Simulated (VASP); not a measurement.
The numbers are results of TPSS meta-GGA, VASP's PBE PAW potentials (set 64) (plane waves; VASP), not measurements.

VASP input:

**KPOINTS**
```
K-points
0
G
6 6 6
```

### INCAR
```
ALGO = Normal
EDIFF = 1E-7
ENCUT = 520
ISIF = 2
ISMEAR = 0
LASPH = .TRUE.
LCHARG = .FALSE.
LMAXMIX = 4
LMIXTAU = .TRUE.
LREAL = .FALSE.
LWAVE = .FALSE.
METAGGA = TPSS
NELM = 100
PREC = Accurate
SIGMA = 0.05
SYSTEM = SrTiO3
```

POSCAR:
```
SrTiO3
1
    3.8474672598     0.0000000000     0.0000000000
    0.0000000000     3.8474672598     0.0000000000
    0.0000000000     0.0000000000     3.8474672598
Sr Ti O
1 1 3
Direct
  0.0000000000   0.0000000000   0.0000000000
  0.5000000000   0.5000000000   0.5000000000
  0.5000000000   0.0000000000   0.5000000000
  0.0000000000   0.5000000000   0.5000000000
  0.5000000000   0.5000000000   0.0000000000
```

POTCAR, in this order: Sr_sv Ti_sv O (PBE.64 set). Program: vasp_std.

The run wrote:

### OUTCAR
```
 ion  position               nearest neighbor table
   1  0.000  0.000  0.000-   3 2.72   4 2.72   5 2.72   3 2.72   4 2.72   4 2.72   5 2.72   4 2.72
                             3 2.72   5 2.72   3 2.72   5 2.72   2 3.33   2 3.33   2 3.33   2 3.33
   2  0.500  0.500  0.500-   3 1.92   4 1.92   5 1.92   5 1.92   3 1.92   4 1.92   1 3.33   1 3.33
                             1 3.33   1 3.33   1 3.33   1 3.33   1 3.33   1 3.33
   3  0.500  0.000  0.500-   2 1.92   2 1.92   1 2.72   1 2.72   1 2.72   1 2.72
   4  0.000  0.500  0.500-   2 1.92   2 1.92   1 2.72   1 2.72   1 2.72   1 2.72
   5  0.500  0.500  0.000-   2 1.92   2 1.92   1 2.72   1 2.72   1 2.72   1 2.72
  LATTYP: Found a simple cubic cell.
 ALAT       =     3.8474672598
 Subroutine PRICEL returns:
 Original cell was already a primitive cell.
 Subroutine GETGRP returns: Found 48 space group operations
The static configuration has the point symmetry O_h .
The dynamic configuration has the point symmetry O_h .
 Subroutine INISYM returns: Found 48 space group operations
 Subroutine IBZKPT returns following result:
 Found     20 irreducible k-points:

 Following reciprocal coordinates:
            Coordinates               Weight
  0.000000  0.000000  0.000000      1.000000
  0.166667  0.000000  0.000000      6.000000
  0.333333  0.000000  0.000000      6.000000
  0.500000  0.000000  0.000000      3.000000
  0.166667  0.166667  0.000000     12.000000
  0.333333  0.166667  0.000000     24.000000
  0.500000  0.166667  0.000000     12.000000
  0.333333  0.333333  0.000000     12.000000
  0.500000  0.333333  0.000000     12.000000
  0.500000  0.500000  0.000000      3.000000
  0.166667  0.166667  0.166667      8.000000
  0.333333  0.166667  0.166667     24.000000
  0.500000  0.166667  0.166667     12.000000
  0.333333  0.333333  0.166667     24.000000
  0.500000  0.333333  0.166667     24.000000
  0.500000  0.500000  0.166667      6.000000
  0.333333  0.333333  0.333333      8.000000
  0.500000  0.333333  0.333333     12.000000
  0.500000  0.500000  0.333333      6.000000
...
```

### OSZICAR
```
       N       E                     dE             d eps       ncg     rms          rms(c)
DAV:   1     0.449801894729E+03    0.44980E+03   -0.22742E+04   960   0.194E+03
DAV:   2     0.207561038381E+02   -0.42905E+03   -0.42300E+03  1040   0.509E+02
DAV:   3    -0.304818801475E+02   -0.51238E+02   -0.49588E+02  1640   0.152E+02
DAV:   4    -0.327132642018E+02   -0.22314E+01   -0.22298E+01  1200   0.297E+01
DAV:   5    -0.327812836075E+02   -0.68019E-01   -0.68017E-01  1448   0.423E+00    0.938E+01
DAV:   6    -0.679507556831E+02   -0.35169E+02   -0.28426E+02  1296   0.161E+02    0.329E+01
DAV:   7    -0.626768436302E+02    0.52739E+01   -0.27236E+01  1416   0.521E+01    0.142E+01
DAV:   8    -0.626275656490E+02    0.49278E-01   -0.28668E+00  1200   0.114E+01    0.777E+00
DAV:   9    -0.626786551661E+02   -0.51090E-01   -0.27800E-01  1280   0.406E+00    0.501E+00
DAV:  10    -0.624655431162E+02    0.21311E+00   -0.15087E-01  1224   0.309E+00    0.175E+00
DAV:  11    -0.626825322051E+02   -0.21699E+00   -0.24930E-01  1000   0.377E+00    0.398E-01
DAV:  12    -0.626570097668E+02    0.25522E-01   -0.97867E-02  1240   0.224E+00    0.550E-01
DAV:  13    -0.626972475473E+02   -0.40238E-01   -0.21667E-02   976   0.115E+00    0.231E-01
DAV:  14    -0.626976805040E+02   -0.43296E-03   -0.39474E-03  1456   0.426E-01    0.133E-01
DAV:  15    -0.626982457831E+02   -0.56528E-03   -0.29874E-03  1192   0.401E-01    0.666E-02
DAV:  16    -0.626985942961E+02   -0.34851E-03   -0.84179E-04  1208   0.206E-01    0.398E-02
DAV:  17    -0.626985591555E+02    0.35141E-04   -0.30960E-04  1144   0.154E-01    0.425E-02
DAV:  18    -0.626986821347E+02   -0.12298E-03   -0.16524E-04  1008   0.107E-01    0.223E-02
DAV:  19    -0.626986803162E+02    0.18185E-05   -0.77739E-06  1104   0.300E-02    0.888E-03
DAV:  20    -0.626986790569E+02    0.12593E-05   -0.40250E-06  1360   0.149E-02    0.310E-03
DAV:  21    -0.626986794702E+02   -0.41323E-06   -0.49650E-07  1120   0.571E-03    0.272E-03
DAV:  22    -0.626986798277E+02   -0.35756E-06   -0.19087E-07   664   0.504E-03    0.173E-03
DAV:  23    -0.626986800491E+02   -0.22134E-06   -0.15707E-07   768   0.303E-03    0.357E-04
DAV:  24    -0.626986800097E+02    0.39391E-07   -0.18178E-08   512   0.125E-03
   1 F= -.62698680E+02 E0= -.62698680E+02  d E =-.581095E-11
```

File OUTCAR:
```
------------------------ aborting loop because EDIFF is reached ----------------------------------------
  FORCE on cell =-STRESS in cart. coord.  units (eV):
  Direction    XX          YY          ZZ          XY          YZ          ZX
  --------------------------------------------------------------------------------------
  Total        4.5139362      4.5139362      4.5139362     -0.0000000      0.0000000     -0.0000000
  in kB      126.9817190    126.9817190    126.9817190     -0.0000000      0.0000000     -0.0000000
  external PRESSURE =     126.9817190 kB  Pullay stress =       0.0000000 kB
  volume of cell :       56.95
      direct lattice vectors                 reciprocal lattice vectors
     3.847467260  0.000000000  0.000000000     0.259911244  0.000000000  0.000000000
     0.000000000  3.847467260  0.000000000     0.000000000  0.259911244  0.000000000
     0.000000000  0.000000000  3.847467260     0.000000000  0.000000000  0.259911244
 POSITION                                       TOTAL-FORCE (eV/Angst)
 -----------------------------------------------------------------------------------
      0.00000      0.00000      0.00000         0.000000      0.000000      0.000000
      1.92373      1.92373      1.92373         0.000000      0.000000      0.000000
      1.92373      0.00000      1.92373         0.000000      0.000000      0.000000
      0.00000      1.92373      1.92373         0.000000      0.000000      0.000000
      1.92373      1.92373      0.00000         0.000000      0.000000      0.000000
 -----------------------------------------------------------------------------------
    total drift:                                0.000000      0.000000     -0.000000
  FREE ENERGIE OF THE ION-ELECTRON SYSTEM (eV)
  ---------------------------------------------------
  free  energy   TOTEN  =       -62.6986800097 eV

  energy  without entropy=      -62.6986800097  energy(sigma->0) =      -62.69868001
```
(Selected blocks of OUTCAR.)

The compound is SrTiO3 in the cubic perovskite structure, the ideal cubic form; the compound distorts at low or room temperature. This cell is one point of a volume scan, at 0.94 of the reference volume.
